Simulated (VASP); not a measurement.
Energy against volume of KF (rock salt). All values below come from r2SCAN meta-GGA, VASP's PBE PAW potentials (set 64) (plane waves; VASP). Numerical set-up: 520 eV cut-off, 9×9×9 Γ-centred mesh, Gaussian smearing of 0.050 eV, potentials K_sv F.

| V (Å³/atom) | E (eV/atom) |
|---|---|
| 18.235 | -7.48375 |
| 18.799 | -7.48647 |
| 19.363 | -7.48538 |
| 19.927 | -7.48108 |

Fit these four points and predict the energy of the run at 17.671 Å³/atom.

A cubic in V^(−2/3), the third-order Birch-Murnaghan form, passes through the four points with V0 = 18.91 Å³/atom and B0 = 35 GPa, and gives -7.4765 eV/atom there. The run gave -7.4764 eV/atom, +0.1 meV/atom from the fit; all five points give B0 = 35 GPa.

The compound is KF in the rock salt structure. It was relaxed first.
